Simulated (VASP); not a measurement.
These are PBEsol GGA, VASP's PBE PAW potentials (set 64) (plane waves; VASP) values and carry that method's errors.

The input files of a VASP run:

### INCAR
```
PREC = Accurate
LWAVE = .FALSE.
LASPH = .TRUE.
ISIF = 2   ! forces and stress, cell fixed
ALGO = Normal
LMAXMIX = 4
ISMEAR = -5
EDIFF = 1E-7   ! SCF stop (eV)
NELM = 100   ! most electronic steps
NEDOS = 601
LORBIT = 11   ! lm-projected
GGA = PS   ! PBEsol
SYSTEM = RhB
LCHARG = .TRUE.
ENCUT = 520   ! plane-wave cut-off (eV)
LREAL = .FALSE.   ! projection in real space or not
```

### POSCAR
```
RhB
1
   -0.0000000000     2.1747631052     2.1747631052
    2.1747631052    -0.0000000000     2.1747631052
    2.1747631052     2.1747631052     0.0000000000
Rh B
1 1
Direct
  0.0000000000   0.0000000000   0.0000000000
  0.5000000000   0.5000000000   0.5000000000
```

KPOINTS:
```
Automatic mesh
0
Gamma
 16 16 16
```

POTCAR, in this order: Rh_pv B (PBE.64 set). Program: vasp_std.

The resulting files:

### OUTCAR
```
 ion  position               nearest neighbor table
   1  0.000  0.000  0.000-   2 2.17   2 2.17   2 2.17   2 2.17   2 2.17   2 2.17
   2  0.500  0.500  0.500-   1 2.17   1 2.17   1 2.17   1 2.17   1 2.17   1 2.17
  LATTYP: Found a face centered cubic cell.
 ALAT       =     4.3495262104
 Subroutine PRICEL returns:
 Original cell was already a primitive cell.
 Subroutine GETGRP returns: Found 48 space group operations
The static configuration has the point symmetry O_h .
The dynamic configuration has the point symmetry O_h .
 Subroutine INISYM returns: Found 48 space group operations
 Subroutine IBZKPT returns following result:
 Found    145 irreducible k-points:

 Following reciprocal coordinates:
            Coordinates               Weight
  0.000000  0.000000  0.000000      1.000000
  0.062500  0.000000  0.000000      8.000000
  0.125000  0.000000  0.000000      8.000000
  0.187500  0.000000  0.000000      8.000000
  0.250000  0.000000  0.000000      8.000000
  0.312500  0.000000  0.000000      8.000000
  0.375000  0.000000  0.000000      8.000000
  0.437500  0.000000  0.000000      8.000000
  0.500000  0.000000  0.000000      4.000000
  0.062500  0.062500  0.000000      6.000000
  0.125000  0.062500  0.000000     24.000000
  0.187500  0.062500  0.000000     24.000000
  0.250000  0.062500  0.000000     24.000000
  0.312500  0.062500  0.000000     24.000000
  0.375000  0.062500  0.000000     24.000000
  0.437500  0.062500  0.000000     24.000000
  0.500000  0.062500  0.000000     24.000000
 -0.437500  0.062500  0.000000     24.000000
 -0.375000  0.062500  0.000000     24.000000
 -0.312500  0.062500  0.000000     24.000000
 -0.250000  0.062500  0.000000     24.000000
 -0.187500  0.062500  0.000000     24.000000
 -0.125000  0.062500  0.000000     24.000000
 -0.062500  0.062500  0.000000     12.000000
...
```

**OSZICAR**
```
       N       E                     dE             d eps       ncg     rms          rms(c)
DAV:   1     0.136332079584E+03    0.13633E+03   -0.11063E+04  3778   0.146E+03
DAV:   2    -0.138631363848E+02   -0.15020E+03   -0.14590E+03  4180   0.391E+02
DAV:   3    -0.165831916800E+02   -0.27201E+01   -0.27020E+01  4525   0.563E+01
DAV:   4    -0.165992477001E+02   -0.16056E-01   -0.16079E-01  4200   0.450E+00
DAV:   5    -0.165994488288E+02   -0.20113E-03   -0.20113E-03  4550   0.495E-01    0.191E+01
DAV:   6    -0.156547883441E+02    0.94466E+00   -0.61860E+00  3965   0.343E+01    0.529E+00
DAV:   7    -0.153053791728E+02    0.34941E+00   -0.11816E+00  3890   0.148E+01    0.416E+00
DAV:   8    -0.153020883059E+02    0.32909E-02   -0.27838E-02  4140   0.164E+00    0.114E+00
DAV:   9    -0.153001182012E+02    0.19701E-02   -0.41300E-03  4095   0.820E-01    0.425E-02
DAV:  10    -0.153001298967E+02   -0.11695E-04   -0.14178E-04  4230   0.126E-01    0.224E-02
DAV:  11    -0.153001267420E+02    0.31547E-05   -0.37046E-06  4682   0.262E-02    0.598E-03
DAV:  12    -0.153001264744E+02    0.26753E-06   -0.21528E-07  3226   0.635E-03    0.159E-03
DAV:  13    -0.153001265406E+02   -0.66147E-07   -0.54139E-08  2135   0.229E-03
   1 F= -.15300127E+02 E0= -.15300127E+02  d E =0.000000E+00
```

OUTCAR:
```
------------------------ aborting loop because EDIFF is reached ----------------------------------------
  FORCE on cell =-STRESS in cart. coord.  units (eV):
  Direction    XX          YY          ZZ          XY          YZ          ZX
  --------------------------------------------------------------------------------------
  Total        0.0255672      0.0255672      0.0255672      0.0000000     -0.0000000      0.0000000
  in kB        1.9912611      1.9912611      1.9912611      0.0000000     -0.0000000      0.0000000
  external PRESSURE =       1.9912611 kB  Pullay stress =       0.0000000 kB
  volume of cell :       20.57
      direct lattice vectors                 reciprocal lattice vectors
     0.000000000  2.174763105  2.174763105    -0.229910099  0.229910099  0.229910099
     2.174763105  0.000000000  2.174763105     0.229910099 -0.229910099  0.229910099
     2.174763105  2.174763105  0.000000000     0.229910099  0.229910099 -0.229910099
 POSITION                                       TOTAL-FORCE (eV/Angst)
 -----------------------------------------------------------------------------------
      0.00000      0.00000      0.00000        -0.000000     -0.000000     -0.000000
      2.17476      2.17476      2.17476         0.000000      0.000000      0.000000
 -----------------------------------------------------------------------------------
    total drift:                                0.000000     -0.000000     -0.000000
  FREE ENERGIE OF THE ION-ELECTRON SYSTEM (eV)
  ---------------------------------------------------
  free  energy   TOTEN  =       -15.3001265406 eV

  energy  without entropy=      -15.3001265406  energy(sigma->0) =      -15.30012654

 total charge

# of ion       s       p       d       tot
------------------------------------------
    1        0.343   6.346   7.350  14.039
    2        0.736   1.018   0.000   1.754
--------------------------------------------------
tot          1.079   7.364   7.350  15.793
```
(Selected blocks of OUTCAR.)

For a metal the tetrahedron method with Blöchl corrections gives inexact stress and forces.

The structure was generated: RhB was put into the rock salt type (Fm-3m), which need not be its known phase. It was relaxed first, which changed the volume by -29 %.
